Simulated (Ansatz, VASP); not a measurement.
**Cross-check of C ((12,0) graphene nanotube) between VASP and Ansatz**

Wanted: the spread between two codes on one cell, functional and k mesh. The cell is taken from a series of runs on this material, whose earlier steps may have relaxed, scaled, displaced or heated it; both programs get it as it stands.

Main program and level: Ansatz 0.2.0; plane waves, with VASP 6.6.1 beside it; single point at PBE with D3(BJ).

## 1. The starting structure

The cell holds 192 atoms: 192 C. Its edges and angles: a = 21.397 Å, b = 21.397 Å, c = 17.043 Å, α = 90.0°, β = 90.0°, γ = 90.0°. It derives from C (graphene). As first built, before any earlier steps moved the atoms (in the runner's words): graphene sheet (a = 2.46 A) rolled into an (12,0) tube of diameter 9.40 A, 4 periods; every coordinate displaced by a Gaussian of 0.02 A. Vacuum lies along a and b. The structure's axis is c.

## 2. VASP: single point, PBE with D3(BJ)

With cell and atoms fixed, the geometry can't cause a difference; cores, projectors, grids and the points listed under the comparison can.

Lines of VASP's logs that name or quote its potential files are left out, and so is its time.

INCAR

```
SYSTEM = C
PREC = Accurate
ENCUT = 520
EDIFF = 1E-06
NELM = 120
ISMEAR = -1
SIGMA = 0.05
LREAL = Auto
ALGO = Normal
GGA = PE
IVDW = 12
NBANDS = 518
LORBIT = 11
LWAVE = .FALSE.
LCHARG = .FALSE.
ISIF = 2
LASPH = .TRUE.
GGA_COMPAT = .FALSE.
```

POSCAR

```
C
1.0
   21.3965100000      0.0000000000      0.0000000000
    0.0000000000     21.3965100000      0.0000000000
    0.0000000000      0.0000000000     17.0433800000
C
192
Direct
    0.7215200000      0.5000700000      0.0832300000
    0.7139700000      0.5573800000      0.0415500000
    0.6917900000      0.6107800000      0.0832400000
    0.6565400000      0.6565900000      0.0415500000
    0.7139500000      0.5573600000      0.2082300000
    0.6917700000      0.6107700000      0.1665400000
    0.6107000000      0.6918200000      0.0832200000
    0.5573100000      0.7140300000      0.0415200000
    0.6565200000      0.6565900000      0.2082100000
    0.6107000000      0.6918200000      0.1665300000
    0.4999900000      0.7215900000      0.0832000000
    0.4426700000      0.7140900000      0.0415400000
    0.5573100000      0.7140400000      0.2082300000
    0.4999900000      0.7215700000      0.1665400000
    0.3892300000      0.6920000000      0.0832200000
    0.3433900000      0.6567700000      0.0415400000
    0.4426800000      0.7140600000      0.2082200000
    0.3892300000      0.6919900000      0.1665300000
    0.3081700000      0.6109300000      0.0832000000
    0.2859800000      0.5575300000      0.0415200000
    0.3433800000      0.6567700000      0.2082100000
    0.3081700000      0.6109400000      0.1665300000
    0.2784900000      0.5002100000      0.0832200000
    0.2860600000      0.4429000000      0.0415400000
    0.2859900000      0.5575400000      0.2082300000
    0.2785000000      0.5002100000      0.1665400000
    0.3081900000      0.3894800000      0.0832300000
    0.3434400000      0.3436500000      0.0415500000
    0.2860600000      0.4429000000      0.2082200000
    0.3082000000      0.3894800000      0.1665400000
[... 156 atom lines left out ...]
    0.6918700000      0.3893100000      0.8332300000
    0.7140000000      0.4427400000      0.7915300000
    0.6566100000      0.3435200000      0.9582100000
    0.6918600000      0.3893400000      0.9165300000
    0.7139900000      0.4427500000      0.9582200000
    0.7215000000      0.5000700000      0.9165400000
```

KPOINTS

```
Automatic mesh
0
Gamma
1 1 1
0 0 0
```

Potentials, in the order of the species: C (PBE family, release 64).

Run with:

```
> export OMP_NUM_THREADS=4
> mpirun -np 1 vasp_gam
```

Numbers of over 12 decimals in the logs are rounded to 6 here.

Log:

```text
[banner, memory and clock lines left out]
running    1 mpi-ranks, on    1 nodes
[...]
Offloading initialized ...    1 GPUs detected
[...]
LDA part: xc-table for (Slater+PW92), standard interpolation
 POSCAR, INCAR and KPOINTS ok, starting setup
[...]
entering main loop
       N       E                     dE             d eps       ncg     rms          rms(c)
DAV:   1     0.907409232313E+04    0.90741E+04   -0.31797E+05  1108   0.120E+03
DAV:   2    -0.340765274902E+02   -0.91082E+04   -0.85402E+04  1648   0.281E+02
DAV:   3    -0.179583775258E+04   -0.17618E+04   -0.17513E+04  1296   0.137E+02
DAV:   4    -0.187232519973E+04   -0.76487E+02   -0.75997E+02  1288   0.353E+01
[...]
DAV:  24    -0.175267552166E+04   -0.10490E-04   -0.95959E-08   714   0.289E-04    0.136E-04
DAV:  25    -0.175267552453E+04   -0.28720E-05   -0.64576E-08   700   0.218E-04    0.142E-04
DAV:  26    -0.175267552512E+04   -0.59084E-06   -0.21886E-08   712   0.137E-04
   1 F= -.17702328E+04 E0= -.17701017E+04  d E =-.262253E+00
```

OUTCAR, selected parts (step 2):

```text
  FREE ENERGIE OF THE ION-ELECTRON SYSTEM (eV)
  ---------------------------------------------------
  free  energy   TOTEN  =     -1770.2328402742 eV

  energy  without entropy=    -1769.9705874939  energy(sigma->0) =    -1770.10171388
```

The gap is under twice the smearing width, so the edge states are partly filled and the run can't tell a small gap from a semimetal.

## 3. Ansatz: single point, PBE with D3(BJ)

Ansatz runs on its default PAW (the set named soft_2) files.

The same cell, functional, mesh and smearing now go to Ansatz, which takes its cutoff from its data sets.

input.yaml

```yaml
crystal:
  lattice:
    - [21.39651, 0.0, 0.0]
    - [0.0, 21.39651, 0.0]
    - [0.0, 0.0, 17.04338]
  atoms:
    - { symbol: C, position: [0.72152, 0.50007, 0.08323] }
    - { symbol: C, position: [0.71397, 0.55738, 0.04155] }
    - { symbol: C, position: [0.69179, 0.61078, 0.08324] }
    - { symbol: C, position: [0.65654, 0.65659, 0.04155] }
    - { symbol: C, position: [0.71395, 0.55736, 0.20823] }
    - { symbol: C, position: [0.69177, 0.61077, 0.16654] }
    - { symbol: C, position: [0.6107, 0.69182, 0.08322] }
    - { symbol: C, position: [0.55731, 0.71403, 0.04152] }
    - { symbol: C, position: [0.65652, 0.65659, 0.20821] }
    - { symbol: C, position: [0.6107, 0.69182, 0.16653] }
    - { symbol: C, position: [0.49999, 0.72159, 0.0832] }
    - { symbol: C, position: [0.44267, 0.71409, 0.04154] }
    - { symbol: C, position: [0.55731, 0.71404, 0.20823] }
    - { symbol: C, position: [0.49999, 0.72157, 0.16654] }
    - { symbol: C, position: [0.38923, 0.692, 0.08322] }
    - { symbol: C, position: [0.34339, 0.65677, 0.04154] }
    - { symbol: C, position: [0.44268, 0.71406, 0.20822] }
    - { symbol: C, position: [0.38923, 0.69199, 0.16653] }
    - { symbol: C, position: [0.30817, 0.61093, 0.0832] }
    - { symbol: C, position: [0.28598, 0.55753, 0.04152] }
    - { symbol: C, position: [0.34338, 0.65677, 0.20821] }
    - { symbol: C, position: [0.30817, 0.61094, 0.16653] }
    - { symbol: C, position: [0.27849, 0.50021, 0.08322] }
    - { symbol: C, position: [0.28606, 0.4429, 0.04154] }
    - { symbol: C, position: [0.28599, 0.55754, 0.20823] }
    - { symbol: C, position: [0.2785, 0.50021, 0.16654] }
    - { symbol: C, position: [0.30819, 0.38948, 0.08323] }
    - { symbol: C, position: [0.34344, 0.34365, 0.04155] }
    - { symbol: C, position: [0.28606, 0.4429, 0.20822] }
    - { symbol: C, position: [0.3082, 0.38948, 0.16654] }
[... 156 atom lines left out ...]
    - { symbol: C, position: [0.69187, 0.38931, 0.83323] }
    - { symbol: C, position: [0.714, 0.44274, 0.79153] }
    - { symbol: C, position: [0.65661, 0.34352, 0.95821] }
    - { symbol: C, position: [0.69186, 0.38934, 0.91653] }
    - { symbol: C, position: [0.71399, 0.44275, 0.95822] }
    - { symbol: C, position: [0.7215, 0.50007, 0.91654] }
kpoints:
  mp_grid: { grid: [1, 1, 1] }
hamiltonian:
  xc: pbe
  dispersion: d3bj
scf:
  occupations: { method: fermi_dirac, width: 0.05 }
output:
  forces: true
  populations: true
  dos:
    method: { smearing: { sigma: 0.1 } }
    de: 0.1
    projected: { site_lists: { C: [C] } }
  eigenvalues: true
  write_density: true
  write_potential: true
  volumetric_format: npy
  elf: true
```

Run with:

```
> ansatz run input.yaml --threads 4 --pin off --max-ram 15872MiB --backend cpu --events-out ev --progress --plain --runs-dir out
```

Log:

```text
Engine: ansatz 0.2.0, aarch64-unknown-linux-gnu
Pseudopotentials: kind: paw
Pseudopotential: C, paw, valence charge 4, recommended cutoff 420 eV (normal), C.paw.azcp
Functional definition: PBE
  parameter kappa = 0.804
  parameter beta = 0.066725
  exchange = pbe_x(kappa = kappa, mu = beta*pi^2/3)
  correlation = pbe_c(beta = beta)
Crystal: 192 atoms, lattice volume = 7802.641 Å³
Basis set: ecut = 420 eV, 152449 PW (Γ), exchange–correlation on 288×288×240 points (8 copies of the dense FFT grid, shifted against one another)
Bands: 576, of which v1, the nominal top of the filled ones, is band 384 counted from 1 (383 counted from 0)
Symmetry: 1 space group operations
Space group: P1 (ITA 1), of the structure as read, at distance tolerance 2.0e-4 Å
k-points: 1
Non-local potential: C, projectors of the file, l = 0: 2, l = 1: 2, l = 2: 1
PAW form: soft (Blöchl's): semilocal exchange-correlation on the pseudo side does not see the compensation charge
PAW one-centre angular grid: C, 110 points (default); XC on 64 Gauss nodes
Initial density: superposition of atomic densities (neutral atoms: chi_scale 0, normalization atom), corrected by the library's trained network
Initial wavefunctions: pseudopotential atomic-orbital guess
Functional: x = pbe(κ = 0.804, μ = 0.219515), c = pbe(β = 0.066725)
SCF iter   1: F=—  HF=-48179.745414 eV  |F-HF|=—  |Δ(HF+E_count)|=         —  Δρ=1.89e-3  dr2=5.00e-1  ethr=1.77e-3  ⟨swp⟩=7.0  Hψ=2690  notcnv=0  defer=152
preconditioner: auto → LDOS  [metal: Δε(μ)=0.056 eV  Ē_g=14.539 eV  σ=0.050 eV  W_gap=0.28  n_scr=818 (ndim 8)  ℏωp=11.6 eV  f_vac=0.740  D(μ)=36.41/eV (n_scr^D=96)  β→1.0]
SCF iter   2: F=—  HF=-48179.821417 eV  |F-HF|=—  |Δ(HF+E_count)|=   7.60e-2  Δρ=9.75e-4  dr2=1.86e-1  ethr=6.52e-5  ⟨swp⟩=2.0  Hψ=1035  notcnv=0  defer=171
SCF iter   3: F=—  HF=-48179.784321 eV  |F-HF|=—  |Δ(HF+E_count)|=   3.71e-2  Δρ=2.00e-4  dr2=6.07e-3  ethr=2.42e-5  ⟨swp⟩=2.0  Hψ=699  notcnv=0  defer=171
SCF iter   4: F=—  HF=-48179.788318 eV  |F-HF|=—  |Δ(HF+E_count)|=   4.00e-3  Δρ=2.61e-5  dr2=4.33e-5  ethr=7.90e-7  ⟨swp⟩=2.0  Hψ=791  notcnv=0  defer=171
SCF iter   5: F=—  HF=-48179.791303 eV  |F-HF|=—  |Δ(HF+E_count)|=   2.98e-3  Δρ=5.41e-6  dr2=3.05e-6  ethr=5.64e-9  ⟨swp⟩=3.0  Hψ=759  notcnv=0  defer=171
SCF iter   6: F=—  HF=-48179.791312 eV  |F-HF|=—  |Δ(HF+E_count)|=   9.32e-6  Δρ=1.04e-6  dr2=1.16e-7  ethr=3.97e-10  ⟨swp⟩=2.0  Hψ=791  notcnv=0  defer=171
SCF iter   7: F=-48179.791313 eV  HF=-48179.791313 eV  |F-HF|=2.69e-8  |Δ(HF+E_count)|=   4.18e-7  Δρ=2.98e-7  dr2=1.34e-8  ethr=1.30e-11  ⟨swp⟩=41.0  Hψ=7815  notcnv=0
SCF 1 converged in 7 iterations: F = -48179.791313 eV  dr2 = 1.34e-8
  greatest PAW one-centre occupation: 0.672 electrons in one spin orbital (limit 2), on the C atom at site 111 (counted from 0), in its partial waves of l = 0
[...]
--- Löwdin populations: 192 sites ---
  site symbol       q [e]
     0      C      3.9576
     1      C      3.9577
     2      C      3.9577
     3      C      3.9576
     4      C      3.9577
     5      C      3.9577
     6      C      3.9577
     7      C      3.9577
     8      C      3.9576
     9      C      3.9577
    10      C      3.9576
    11      C      3.9577
    12      C      3.9578
    13      C      3.9576
    14      C      3.9578
    15      C      3.9576
    16      C      3.9577
    17      C      3.9577
    18      C      3.9577
    19      C      3.9577
    20      C      3.9576
    21      C      3.9577
    22      C      3.9576
    23      C      3.9577
[...]
184      C      3.9577
   185      C      3.9577
   186      C      3.9577
   187      C      3.9577
   188      C      3.9576
   189      C      3.9577
   190      C      3.9577
   191      C      3.9576
  spilling = 0.010581 (of n_electrons = 768.000000)
```

## 4. Side by side

Known differences besides the potentials themselves: the cutoff is 420 eV in Ansatz and 520 eV in VASP (PREC = Accurate, projectors in real space). Total energies have different zeros and are not compared.

At this near-relaxed geometry the largest component of a force difference is 16 meV/Å. With vacuum in the cell, a pressure given here is an average over mostly empty space and none of the material.

## 5. Outcome

| Item | Value |
| --- | --- |
| r.m.s. force difference (single point, PBE with D3(BJ)) | 8.0 meV/Å |

The r.m.s. force difference is 8.0 meV/Å (single point, PBE with D3(BJ)), within the 12 meV/Å picked in this series as the mark of a large difference. How closely two codes agree says nothing of how well the functional describes the real material.

[Lines on the potential files, build, host, timing and source positions are cut from VASP's logs without a mark.]

[Logs are printed without paths, hosts, clocks, repeated set-up lines and the standing remarks that a program may print on its own settings, such as how far it seeks lower states.]

[Hosts, paths, dates, database ids (printed as entryN), source tags and the programs' standing remarks are cut or masked in the printed files.]
